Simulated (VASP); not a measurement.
Output of a VASP run:

**OSZICAR**
```
       N       E                     dE             d eps       ncg     rms          rms(c)
DAV:   1     0.245147168529E+03    0.24515E+03   -0.17409E+04  3644   0.220E+03
DAV:   2    -0.190451397859E+02   -0.26419E+03   -0.25533E+03  3540   0.380E+02
DAV:   3    -0.335186898147E+02   -0.14474E+02   -0.13727E+02  3643   0.124E+02
DAV:   4    -0.337511667571E+02   -0.23248E+00   -0.23165E+00  3773   0.169E+01
DAV:   5    -0.337579909780E+02   -0.68242E-02   -0.68234E-02  4993   0.247E+00    0.222E+01
DAV:   6    -0.304691585286E+02    0.32888E+01   -0.42769E+01  3603   0.103E+02    0.168E+01
DAV:   7    -0.331024111242E+02   -0.26333E+01   -0.18265E+01  4142   0.119E+02    0.257E+01
DAV:   8    -0.291407456121E+02    0.39617E+01   -0.16383E+01  4543   0.589E+01    0.505E+00
DAV:   9    -0.292070324345E+02   -0.66287E-01   -0.49571E-01  4157   0.846E+00    0.323E+00
DAV:  10    -0.291742989438E+02    0.32733E-01   -0.83360E-02  4883   0.793E+00    0.150E+00
DAV:  11    -0.291681133347E+02    0.61856E-02   -0.27598E-02  5861   0.239E+00    0.826E-01
DAV:  12    -0.291693434472E+02   -0.12301E-02   -0.41408E-03  4617   0.168E+00    0.211E-01
DAV:  13    -0.291693026060E+02    0.40841E-04   -0.93714E-04  4553   0.389E-01    0.819E-02
DAV:  14    -0.291692999659E+02    0.26401E-05   -0.71374E-05  4688   0.157E-01    0.420E-02
DAV:  15    -0.291693048287E+02   -0.48628E-05   -0.16583E-05  5140   0.872E-02    0.827E-03
DAV:  16    -0.291693053068E+02   -0.47811E-06   -0.22250E-06  3856   0.163E-02    0.298E-03
DAV:  17    -0.291693052830E+02    0.23847E-07   -0.17809E-07  2259   0.882E-03
   1 F= -.29169305E+02 E0= -.29169927E+02  d E =0.186516E-02  mag=     4.4458
```

### OUTCAR
```
------------------------ aborting loop because EDIFF is reached ----------------------------------------
  FORCE on cell =-STRESS in cart. coord.  units (eV):
  Direction    XX          YY          ZZ          XY          YZ          ZX
  --------------------------------------------------------------------------------------
  Total       -1.8110565     -1.8110565     -1.8110565      0.0000000     -0.0000000      0.0000000
  in kB      -68.9115477    -68.9115477    -68.9115477      0.0000000     -0.0000000      0.0000000
  external PRESSURE =     -68.9115477 kB  Pullay stress =       0.0000000 kB
  volume of cell :       42.11
      direct lattice vectors                 reciprocal lattice vectors
     3.478966058  0.000000000  0.000000000     0.287441724  0.000000000  0.000000000
     0.000000000  3.478966058  0.000000000     0.000000000  0.287441724  0.000000000
     0.000000000  0.000000000  3.478966058     0.000000000  0.000000000  0.287441724
 POSITION                                       TOTAL-FORCE (eV/Angst)
 -----------------------------------------------------------------------------------
      0.00000      0.00000      0.00000         0.000000      0.000000      0.000000
      0.00000      1.73948      1.73948         0.000000      0.000000      0.000000
      1.73948      0.00000      1.73948         0.000000      0.000000      0.000000
      1.73948      1.73948      0.00000         0.000000      0.000000      0.000000
 -----------------------------------------------------------------------------------
    total drift:                                0.000000      0.000000      0.000000
  FREE ENERGIE OF THE ION-ELECTRON SYSTEM (eV)
  ---------------------------------------------------
  free  energy   TOTEN  =       -29.1693052830 eV

  energy  without entropy=      -29.1711704447  energy(sigma->0) =      -29.16992700

 total charge

# of ion       s       p       d       tot
------------------------------------------
    1        0.495   0.540   6.190   7.225
    2        0.529   0.556   8.365   9.449
    3        0.529   0.556   8.365   9.449
    4        0.529   0.556   8.365   9.449
--------------------------------------------------
tot          2.082   2.208  31.284  35.573

 magnetization (x)

# of ion       s       p       d       tot
------------------------------------------
    1        0.007   0.005   2.703   2.715
    2       -0.013  -0.033   0.612   0.566
    3       -0.013  -0.033   0.612   0.566
    4       -0.013  -0.033   0.612   0.566
--------------------------------------------------
tot         -0.031  -0.095   4.540   4.414
```
(Selected blocks of OUTCAR.)

### POSCAR
```
Ni3Fe
1
    3.4789660583     0.0000000000     0.0000000000
    0.0000000000     3.4789660583     0.0000000000
    0.0000000000     0.0000000000     3.4789660583
Fe Ni
1 3
Direct
  0.0000000000   0.0000000000   0.0000000000
  0.0000000000   0.5000000000   0.5000000000
  0.5000000000   0.0000000000   0.5000000000
  0.5000000000   0.5000000000   0.0000000000
```

Problem. Write an INCAR and KPOINTS that could have produced this output.

Solution. Several could match; the one computed here: the input of the run itself, LDA (Ceperley-Alder, Perdew-Zunger), plane waves, VASP's LDA PAW potentials (set 64).

KPOINTS:
```
Regular mesh
0
gamma
  9 9 9
0 0 0
```

### INCAR
```
# general
SYSTEM =Ni3Fe
PREC   =Accurate
ENCUT  =520   # plane-wave cut-off (eV)
LREAL  =F   # projection in real space or not
LASPH  =T

# electronic loop
EDIFF  =1E-7   # SCF stop (eV)
NELM   =100
ALGO   =Normal   # blocked Davidson
LMAXMIX=4

# smearing
ISMEAR =1
SIGMA  =0.1

# spin
ISPIN  =2   # spin-polarised
MAGMOM =2.7 0.6 0.6 0.6

# ions
ISIF   =2   # forces and stress, cell fixed

# output
LWAVE  =F
LCHARG =F
LORBIT =10
```

POTCAR, in this order: Fe Ni (LDA.64 set). Program: vasp_std.

The compound is Ni3Fe in the L1_2 structure. This cell is one point of a volume scan, at 1.03 of the reference volume.
